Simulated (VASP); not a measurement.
SnO2:

```
Sn O
1.0
     4.76057    0.00000    0.00000
     0.00000    4.76057    0.00000
     0.00000    0.00000    3.20008
Sn O
2 4
Direct
  0.00000 0.00000 0.00000
  0.50000 0.50000 0.50000
  0.30588 0.30588 0.00000
  0.19412 0.80588 0.50000
  0.80588 0.19412 0.50000
  0.69412 0.69412 0.00000
```

The cell was built by a generator and needn't be a form met in nature.

Base run:

- Program: VASP 6.6.1
- Functional: PBE
- Potentials or basis: VASP PAW PBE potentials, release 64 (Sn_d, O)
- Cutoff: 520 eV
- k mesh: 4 × 4 × 6
- Occupations: gaussian, width 0.01 eV
- Spin: no spin polarisation

Its results: band gap on the k mesh 1.08 eV, direct; pressure 9.5 GPa; largest force 0.044 eV/Å.

**Question.** The run is repeated on the same cell with these changes: further incar settings from ALGO = Fast; EDIFF = 1e-06; NBANDS = 35 to ALGO = Normal; EDIFF = 1e-06; NBANDS = 35. What comes out?

**Answer.** Band gap on the k mesh 1.09 eV, direct; pressure 8.4 GPa; largest force 0.046 eV/Å.

Caveats: spin-orbit coupling is left out, which moves the levels of the heavy elements.

A k mesh can miss the band edges.

Not every run made on this cell is shown here.
